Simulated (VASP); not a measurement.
Computed with PBE GGA, VASP's PBE PAW potentials (set 64) (plane waves; VASP 6.6.1).

A VASP calculation is set up with these files.

File POSCAR:
```
Ni
1
    0.0000000000     1.6928183840     1.6928183840
    1.6928183840     0.0000000000     1.6928183840
    1.6928183840     1.6928183840     0.0000000000
Ni
1
Direct
  0.0000000000   0.0000000000   0.0000000000
```

INCAR:
```
SYSTEM  =  Ni
PREC  =  Accurate; ENCUT  =  500; LREAL  =  F
LASPH  =  T
EDIFF  =  1E-6; NELM  =  100; ALGO  =  Normal
LMAXMIX  =  4
ISMEAR  =  1; SIGMA  =  0.1
GGA  =  PE
ISPIN  =  2; MAGMOM  =  0.6
IBRION  =  2; NSW  =  40; ISIF  =  3
EDIFFG  =  -0.02; PSTRESS  =  450
LWAVE  =  F; LCHARG  =  F; LORBIT  =  10
```

### KPOINTS
```
Automatic mesh
0
Gamma
18 18 18
0 0 0
```

POTCAR, in this order: Ni (PBE.64 set). Program: vasp_std.

What VASP printed:

File OUTCAR:
```
 ion  position               nearest neighbor table
   1  0.000  0.000  0.000-
  LATTYP: Found a face centered cubic cell.
 ALAT       =     3.3856367680
 Subroutine PRICEL returns:
 Original cell was already a primitive cell.
 Subroutine GETGRP returns: Found 48 space group operations
The static configuration has the point symmetry O_h .
The dynamic configuration has the point symmetry O_h .
The overall configuration has the point symmetry O_h .
 Subroutine INISYM returns: Found 48 space group operations
 Subroutine IBZKPT returns following result:
 Found    195 irreducible k-points:

 Following reciprocal coordinates:
            Coordinates               Weight
  0.000000  0.000000  0.000000      1.000000
  0.055556  0.000000  0.000000      8.000000
  0.111111  0.000000  0.000000      8.000000
  0.166667  0.000000  0.000000      8.000000
  0.222222  0.000000  0.000000      8.000000
  0.277778  0.000000  0.000000      8.000000
  0.333333  0.000000  0.000000      8.000000
  0.388889  0.000000  0.000000      8.000000
  0.444444  0.000000  0.000000      8.000000
  0.500000  0.000000  0.000000      4.000000
  0.055556  0.055556  0.000000      6.000000
  0.111111  0.055556  0.000000     24.000000
  0.166667  0.055556  0.000000     24.000000
  0.222222  0.055556  0.000000     24.000000
  0.277778  0.055556  0.000000     24.000000
  0.333333  0.055556  0.000000     24.000000
  0.388889  0.055556  0.000000     24.000000
  0.444444  0.055556  0.000000     24.000000
  0.500000  0.055556  0.000000     24.000000
 -0.444444  0.055556  0.000000     24.000000
 -0.388889  0.055556  0.000000     24.000000
 -0.333333  0.055556  0.000000     24.000000
 -0.277778  0.055556  0.000000     24.000000
 -0.222222  0.055556  0.000000     24.000000
...
```

### OSZICAR
```
       N       E                     dE             d eps       ncg     rms          rms(c)
DAV:   1     0.215648547600E+02    0.21565E+02   -0.47915E+03  7180   0.143E+03
DAV:   2    -0.598923819306E+01   -0.27554E+02   -0.26582E+02  7107   0.165E+02
DAV:   3    -0.637854664163E+01   -0.38931E+00   -0.38880E+00  8078   0.260E+01
DAV:   4    -0.638223676175E+01   -0.36901E-02   -0.36896E-02  7898   0.218E+00
DAV:   5    -0.638232992865E+01   -0.93167E-04   -0.93167E-04  8080   0.297E-01    0.112E+01
DAV:   6    -0.560636354112E+01    0.77597E+00   -0.13635E+01  7390   0.622E+01    0.513E+00
DAV:   7    -0.539666489588E+01    0.20970E+00   -0.18073E+00  7418   0.217E+01    0.239E+00
DAV:   8    -0.537622907464E+01    0.20436E-01   -0.26135E-02  9869   0.195E+00    0.986E-01
DAV:   9    -0.537450121578E+01    0.17279E-02   -0.10603E-03 10353   0.313E-01    0.257E-01
DAV:  10    -0.537412884407E+01    0.37237E-03   -0.38113E-04  9272   0.159E-01    0.397E-02
DAV:  11    -0.537413690836E+01   -0.80643E-05   -0.68513E-06  8807   0.368E-02    0.288E-02
DAV:  12    -0.537413811756E+01   -0.12092E-05   -0.17634E-06  5188   0.161E-02    0.551E-03
DAV:  13    -0.537413854862E+01   -0.43106E-06   -0.32054E-07  3600   0.524E-03
   1 F= -.26491604E+01 E0= -.26493296E+01  d E =-.264916E+01  mag=     0.6043
       N       E                     dE             d eps       ncg     rms          rms(c)
DAV:   1    -0.770380124912E+01   -0.23297E+01   -0.45867E+01  7369   0.114E+02    0.155E+01
DAV:   2    -0.533374196061E+01    0.23701E+01   -0.26050E+01  7334   0.917E+01    0.441E+00
DAV:   3    -0.500167246178E+01    0.33207E+00   -0.21414E+00  7359   0.255E+01    0.229E+00
DAV:   4    -0.494894987664E+01    0.52723E-01   -0.36052E-02  8813   0.176E+00    0.116E+00
DAV:   5    -0.493533006410E+01    0.13620E-01   -0.20143E-02  9178   0.130E+00    0.452E-01
DAV:   6    -0.493575224698E+01   -0.42218E-03   -0.97176E-04  7842   0.522E-01    0.161E-01
DAV:   7    -0.493575928661E+01   -0.70396E-05   -0.20891E-05  8948   0.745E-02    0.689E-02
DAV:   8    -0.493574893626E+01    0.10350E-04   -0.32241E-06  6933   0.257E-02    0.766E-03
DAV:   9    -0.493574864331E+01    0.29295E-06   -0.32174E-07  3584   0.817E-03
   2 F= -.25574934E+01 E0= -.25576819E+01  d E =0.916670E-01  mag=     0.5963
       N       E                     dE             d eps       ncg     rms          rms(c)
DAV:   1    -0.671903281406E+01   -0.17833E+01   -0.24977E+01  7285   0.944E+01    0.101E+01
DAV:   2    -0.559542966537E+01    0.11236E+01   -0.17967E+01  7378   0.627E+01    0.433E+00
DAV:   3    -0.531893635962E+01    0.27649E+00   -0.19469E+00  7369   0.245E+01    0.204E+00
DAV:   4    -0.528881201606E+01    0.30124E-01   -0.26854E-02  8495   0.176E+00    0.975E-01
DAV:   5    -0.528593215569E+01    0.28799E-02   -0.72012E-03  9349   0.777E-01    0.234E-01
DAV:   6    -0.528606354717E+01   -0.13139E-03   -0.48649E-04  8580   0.282E-01    0.883E-02
DAV:   7    -0.528614878277E+01   -0.85236E-04   -0.29005E-05  7536   0.749E-02    0.666E-02
DAV:   8    -0.528615342214E+01   -0.46394E-05   -0.13143E-05  7765   0.464E-02    0.128E-02
DAV:   9    -0.528615297727E+01    0.44486E-06   -0.34166E-07  3634   0.901E-03
   3 F= -.26685489E+01 E0= -.26687427E+01  d E =-.193886E-01  mag=     0.6014
       N       E                     dE             d eps       ncg     rms          rms(c)
DAV:   1    -0.528349807223E+01    0.26553E-02   -0.32406E-03  7296   0.101E+00    0.116E-01
DAV:   2    -0.528334970276E+01    0.14837E-03   -0.22847E-03  7354   0.767E-01    0.461E-02
DAV:   3    -0.528331455539E+01    0.35147E-04   -0.24228E-04  7352   0.266E-01    0.197E-02
DAV:   4    -0.528331081353E+01    0.37419E-05   -0.24449E-06  7027   0.145E-02    0.108E-02
DAV:   5    -0.528331020924E+01    0.60429E-06   -0.12936E-06  3697   0.997E-03
   4 F= -.26685691E+01 E0= -.26687633E+01  d E =-.194087E-01  mag=     0.6013
```

OUTCAR:
```
------------------------ aborting loop because EDIFF is reached ----------------------------------------
  FORCE on cell =-STRESS in cart. coord.  units (eV):
  Direction    XX          YY          ZZ          XY          YZ          ZX
  --------------------------------------------------------------------------------------
  Total        2.6088890      2.6088890      2.6088890     -0.0000000     -0.0000000      0.0000000
  in kB      448.9928479    448.9928479    448.9928479     -0.0000000     -0.0000000      0.0000000
  external PRESSURE =      -1.0071521 kB  Pullay stress =     450.0000000 kB
  volume of cell :        9.31
      direct lattice vectors                 reciprocal lattice vectors
    -0.000000000  1.669676204  1.669676204    -0.299459260  0.299459260  0.299459260
     1.669676204  0.000000000  1.669676204     0.299459260 -0.299459260  0.299459260
     1.669676204  1.669676204  0.000000000     0.299459260  0.299459260 -0.299459260
 POSITION                                       TOTAL-FORCE (eV/Angst)
 -----------------------------------------------------------------------------------
      1.66968      0.00000      1.66968         0.000000      0.000000     -0.000000
 -----------------------------------------------------------------------------------
    total drift:                                0.000000     -0.000000      0.000000
  FREE ENERGIE OF THE ION-ELECTRON SYSTEM (eV)
  ---------------------------------------------------
  free  energy   TOTEN  =        -5.2833102092 eV

  energy  without entropy=       -5.2838928183  energy(sigma->0) =       -5.28350441
  enthalpy is  TOTEN    =        -2.6685690695 eV   P V=        2.6147411397

 total charge

# of ion       s       p       d       tot
------------------------------------------
    1        0.573   0.655   8.408   9.636

 magnetization (x)

# of ion       s       p       d       tot
------------------------------------------
    1       -0.006  -0.025   0.630   0.599

 reached required accuracy - stopping structural energy minimisation
```
(Selected blocks of OUTCAR.)

**CONTCAR**
```
Ni
   1.00000000000000
    -0.0000000000000000    1.6696762038382291    1.6696762038382291
     1.6696762038382291    0.0000000000000000    1.6696762038382291
     1.6696762038382291    1.6696762038382291    0.0000000000000000
  Ni
     1
Direct
     0.0000000000000000    1.0000000000000000    0.0000000000000000
```

Energy and stress use the plane-wave basis of the starting cell.

The compound is Ni in the fcc structure. This run relaxes it under an external pressure of 45 GPa. Symmetry was kept, so distortions that lower it aren't found.
